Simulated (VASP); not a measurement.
Here is the system:

```
CELL_PARAMETERS angstrom
      0.00000     2.78460     2.78460
      2.78460     0.00000     2.78460
      2.78460     2.78460     0.00000
ATOMIC_POSITIONS crystal
  Ca 0.00000 0.00000 0.00000
  F  0.25000 0.25000 0.25000
  F  0.75000 0.75000 0.75000
```

Method: PBE GGA, VASP's PBE PAW potentials (set 64) (plane waves; VASP 6.6.1). Run with 520 eV cut-off, KSPACING 0.25 per Å, Gaussian smearing of 0.050 eV, potentials Ca_sv F.

Problem. Give the stress tensor in GPa (positive for a compressed cell).

Solution. 
```
-2.08   0.00   0.00
 0.00  -2.08   0.00
 0.00   0.00  -2.08
```
The pressure is its mean diagonal, -2.08 GPa.

The compound is CaF2 in the fluorite structure. The cell was not relaxed at this level. The run is one of a series of settings (KGAMMA = .TRUE., KSPACING = 0.25, KPOINTS file removed against the base run), some of them coarse on purpose.
